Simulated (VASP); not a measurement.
An input for Ansatz (written as the equivalent of a VASP run, and not itself run):

Ansatz 0.2 input:
```yaml
crystal:
  lattice:
    - [-2.7333098, 2.7333098, 5.4240673]
    - [2.7333098, -2.7333098, 5.4240673]
    - [2.7333098, 2.7333098, -5.4240673]
  atoms:
    - { symbol: Ga, position: [0.5000000, 0.5000000, 0.0000000] }
    - { symbol: Ga, position: [0.2500000, 0.7500000, 0.5000000] }
    - { symbol: Cu, position: [0.0000000, 0.0000000, 0.0000000] }
    - { symbol: Cu, position: [0.7500000, 0.2500000, 0.5000000] }
    - { symbol: Se, position: [0.8750000, 0.8834294, 0.5084294] }
    - { symbol: Se, position: [0.1165706, 0.6250000, 0.9915706] }
    - { symbol: Se, position: [0.3750000, 0.3665706, 0.4915706] }
    - { symbol: Se, position: [0.6334294, 0.1250000, 0.0084294] }
kpoints:
  mp_grid: { grid: [6, 6, 6] }
hamiltonian:
  xc: pbesol
  pseudopotentials: { kind: paw }
scf:
  occupations: { method: gaussian, width: 0.05 }
  max_iter: 100
relax:
  max_steps: 40
  f_tol: 0.02
  cell: { p_target: 10 }
output: { forces: true, stress: true, eigenvalues: true }
```

Question: Translate this input to VASP (INCAR, KPOINTS, POSCAR, choice of POTCAR).

Answer: This is not unique; one that fits is 
### INCAR
```
ALGO=Normal
EDIFF=1E-6
EDIFFG=-0.02
ENCUT=500
GGA=PS
IBRION=2
ISIF=3
ISMEAR=0
LASPH=.TRUE.
LCHARG=.FALSE.
LMAXMIX=4
LREAL=.FALSE.
LWAVE=.FALSE.
NELM=100
NSW=40
PREC=Accurate
PSTRESS=100
SIGMA=0.05
SYSTEM=CuGaSe2
```

### KPOINTS
```
Automatic mesh
0
Gamma
6 6 6
0 0 0
```

POSCAR:
```
CuGaSe2
1
   -2.7333098176     2.7333098176     5.4240673070
    2.7333098176    -2.7333098176     5.4240673070
    2.7333098176     2.7333098176    -5.4240673070
Ga Cu Se
2 2 4
Direct
  0.5000000000   0.5000000000   0.0000000000
  0.2500000000   0.7500000000   0.5000000000
  0.0000000000   0.0000000000   0.0000000000
  0.7500000000   0.2500000000   0.5000000000
  0.8750000000   0.8834293688   0.5084293688
  0.1165706312   0.6250000000   0.9915706312
  0.3750000000   0.3665706312   0.4915706312
  0.6334293688   0.1250000000   0.0084293688
```

POTCAR, in this order: Ga_d Cu Se (PBE.64 set). Program: vasp_std.

What does not carry over: each code has its own PAW files, so the cut-off isn't converted (ENCUT is set for VASP's; basis.ecutwfc is left out, and Ansatz then takes the one that its files recommend); Ansatz stops its SCF on the density residual and VASP on the energy change (EDIFF).

The compound is CuGaSe2 in the chalcopyrite structure. This run relaxes it under an external pressure of 10 GPa. Symmetry was kept, so distortions that lower it aren't found.
